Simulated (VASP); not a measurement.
An input for Ansatz (written as the equivalent of a VASP run, and not itself run):

Ansatz 0.2 input:
```yaml
crystal:
  lattice:
    - [0.0000000, 3.1671150, 3.1671150]
    - [3.1671150, 0.0000000, 3.1671150]
    - [3.1671150, 3.1671150, 0.0000000]
  atoms:
    - { symbol: Hf, position: [0.7500000, 0.7500000, 0.7500000] }
    - { symbol: Hf, position: [0.5000000, 0.5000000, 0.5000000] }
kpoints:
  mp_grid: { grid: [9, 9, 9] }
hamiltonian:
  xc: r2scan
  pseudopotentials: { kind: paw }
scf:
  occupations: { method: methfessel_paxton, width: 0.1 }
  max_iter: 100
relax:
  max_steps: 60
  f_tol: 0.01
  cell: {}
output: { forces: true, stress: true, eigenvalues: true }
```

Task: Translate this input to VASP (INCAR, KPOINTS, POSCAR, choice of POTCAR).

Result: One answer among several that fit: 
### KPOINTS
```
Automatic mesh
0
Gamma
9 9 9
0 0 0
```

### POSCAR
```
Hf
1
    0.0000000000     3.1671150000     3.1671150000
    3.1671150000     0.0000000000     3.1671150000
    3.1671150000     3.1671150000     0.0000000000
Hf
2
Direct
  0.7500000000   0.7500000000   0.7500000000
  0.5000000000   0.5000000000   0.5000000000
```

**INCAR**
```
ALGO = Normal
EDIFF = 1E-6
EDIFFG = -0.01
ENCUT = 400
IBRION = 2
ISIF = 3
ISMEAR = 1
LASPH = .True.
LCHARG = .False.
LMAXMIX = 6
LMIXTAU = .True.
LREAL = .False.
LWAVE = .False.
METAGGA = R2SCAN
NELM = 100
NSW = 60
PREC = Accurate
SIGMA = 0.1
SYSTEM = Hf
```

POTCAR, in this order: Hf_pv (PBE.64 set). Program: vasp_std.

What does not carry over: each code has its own PAW files, so the cut-off isn't converted (ENCUT is set for VASP's; basis.ecutwfc is left out, and Ansatz then takes the one that its files recommend); Ansatz stops its SCF on the density residual and VASP on the energy change (EDIFF).

The structure was generated: Hf was put into the diamond type (Fd-3m), which need not be its known phase. This run relaxes it. Symmetry was kept, so distortions that lower it aren't found.
